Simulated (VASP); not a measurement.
Calculation: PBE GGA with spin-orbit coupling, VASP's PBE PAW potentials (set 64) (plane waves; VASP).

A VASP calculation is set up with these files.

**KPOINTS_OPT**
```
k-points along high-symmetry lines
5
Line-mode
Reciprocal
  0.000000   0.000000   0.000000 ! GAMMA
 -0.000000   0.500000   0.000000 ! M

 -0.000000   0.500000   0.000000 ! M
 -0.333333   0.666667   0.000000 ! K

 -0.333333   0.666667   0.000000 ! K
  0.000000   0.000000   0.000000 ! GAMMA

  0.000000   0.000000   0.000000 ! GAMMA
  0.000000   0.000000   0.500000 ! A

  0.000000   0.000000   0.500000 ! A
 -0.000000   0.500000   0.500000 ! L

 -0.000000   0.500000   0.500000 ! L
 -0.333333   0.666667   0.500000 ! H

 -0.333333   0.666667   0.500000 ! H
  0.000000   0.000000   0.500000 ! A

 -0.000000   0.500000   0.500000 ! L
 -0.000000   0.500000   0.000000 ! M

 -0.333333   0.666667   0.500000 ! H
 -0.333333   0.666667   0.000000 ! K
```

**INCAR**
```
# general
SYSTEM      =  Zn
PREC        =  Accurate
ENCUT       =  400
LREAL       =  .False.
LASPH       =  .True.

# electronic loop
EDIFF       =  1E-6
NELM        =  100
ALGO        =  Normal
LMAXMIX     =  4

# smearing
ISMEAR      =  0
SIGMA       =  0.05

# functional
GGA         =  PE
GGA_COMPAT  =  .False.

# spin
MAGMOM      =  0 0 0 0 0 0
LSORBIT     =  .True.

# output
LWAVE       =  .False.
LCHARG      =  .False.
```

### KPOINTS
```
Regular mesh
0
Gamma
14 14 7
```

### POSCAR
```
Zn
1.0
  1.3356537047  -2.3134205093   0.0000000000
  1.3356537047   2.3134205093   0.0000000000
  0.0000000000   0.0000000000   4.8533396134
Zn
2
Cart
  1.3356537047   0.7711417120   1.2133349034
  1.3356537047  -0.7711417120   3.6400047101
```

POTCAR, in this order: Zn (PBE.64 set). Program: vasp_ncl.

What VASP printed:

OSZICAR:
```
       N       E                     dE             d eps       ncg     rms          rms(c)
DAV:   1     0.130214211453E+03    0.13021E+03   -0.98966E+03  6232   0.202E+03
DAV:   2     0.552405815229E+01   -0.12469E+03   -0.11865E+03  6168   0.358E+02
DAV:   3    -0.235021412893E+01   -0.78743E+01   -0.78151E+01  7040   0.103E+02
DAV:   4    -0.243128775589E+01   -0.81074E-01   -0.81058E-01  6816   0.116E+01
DAV:   5    -0.243141956997E+01   -0.13181E-03   -0.13181E-03  6984   0.389E-01    0.413E+00
DAV:   6    -0.222983778125E+01    0.20158E+00   -0.93933E-01  7160   0.222E+01    0.311E+00
DAV:   7    -0.222080471263E+01    0.90331E-02   -0.33891E-02  6984   0.343E+00    0.158E+00
DAV:   8    -0.221627311285E+01    0.45316E-02   -0.16420E-03  7768   0.683E-01    0.843E-02
DAV:   9    -0.221627165488E+01    0.14580E-05   -0.25556E-04  6888   0.212E-01    0.362E-02
DAV:  10    -0.221627737646E+01   -0.57216E-05   -0.20567E-05  8328   0.959E-02    0.243E-02
DAV:  11    -0.221627743284E+01   -0.56377E-07   -0.10301E-05  6448   0.493E-02    0.300E-03
DAV:  12    -0.221627730823E+01    0.12461E-06   -0.12542E-07  3712   0.525E-03
   1 F= -.22162773E+01 E0= -.22160709E+01  d E =-.412797E-03  mag=     0.0000    -0.0000     0.0000
       N       E                     dE             ncg
```

OUTCAR:
```
------------------------ aborting loop because EDIFF is reached ----------------------------------------
  FORCE on cell =-STRESS in cart. coord.  units (eV):
  Direction    XX          YY          ZZ          XY          YZ          ZX
  --------------------------------------------------------------------------------------
  Total        0.0050877      0.0050877      0.0094825     -0.0000000     -0.0000000      0.0000000
  in kB        0.2717784      0.2717785      0.5065408     -0.0000000     -0.0000000      0.0000000
  external PRESSURE =       0.3500326 kB  Pullay stress =       0.0000000 kB
  volume of cell :       29.99
      direct lattice vectors                 reciprocal lattice vectors
     1.335653705 -2.313420509  0.000000000     0.374348529 -0.216130184  0.000000000
     1.335653705  2.313420509  0.000000000     0.374348529  0.216130184  0.000000000
     0.000000000  0.000000000  4.853339613     0.000000000  0.000000000  0.206043689
 POSITION                                       TOTAL-FORCE (eV/Angst)
 -----------------------------------------------------------------------------------
      1.33565      0.77114      1.21333         0.000000     -0.000000     -0.000000
      1.33565     -0.77114      3.64000         0.000000      0.000000      0.000000
 -----------------------------------------------------------------------------------
    total drift:                                0.000000     -0.000000     -0.000000
  FREE ENERGIE OF THE ION-ELECTRON SYSTEM (eV)
  ---------------------------------------------------
  free  energy   TOTEN  =        -2.2162773082 eV

  energy  without entropy=       -2.2158645113  energy(sigma->0) =       -2.21607091

 Ion:    1  E_soc:     -0.0088448

 Ion:    2  E_soc:     -0.0088448
```
(Selected blocks of OUTCAR.)

The compound is Zn in the hcp structure. It was relaxed first.
